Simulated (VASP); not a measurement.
# GaHgO2 (space group R-3m): computed properties

All values below come from PBEsol GGA, VASP's PBE PAW potentials (set 64) (plane waves; VASP 6.6.1).

```yaml
space_group: R-3m (166)
cell: a = b = 3.003 Å, c = 20.074 Å, α = β = 90.00°, γ = 120.00°
volume_per_atom: 13.06 Å³/atom
band gap (over mesh and band path): none (metal, semimetal or under 0.01 eV)
density: 9.61 g/cm³
```

Space group R-3m, hexagonal axes (No. 166); a = 3.003 Å, b = 3.003 Å, c = 20.074 Å, α = 90.00°, β = 90.00°, γ = 120.00°

| atom | site | symmetry | x | y | z |
|---|---|---|---|---|---|
| Ga | 3b | -3m | 0.0000 | 0.0000 | 0.5000 |
| Hg | 3a | -3m | 0.0000 | 0.0000 | 0.0000 |
| O | 6c | 3m | 0.0000 | 0.0000 | 0.1168 |
(The calculation used a cell of 4 atoms; values per cell refer to that cell.)

Unless said otherwise, spin-orbit coupling is left out, though it shifts the bands of the heavy elements here.

The structure comes from a computed database's GaHgO2 entry (R-3m); how it stands against other phases isn't given here. It was relaxed first. Symmetry was kept, so distortions that lower it aren't found. The electron count is odd and the run is not spin-polarised, which forces a metal.
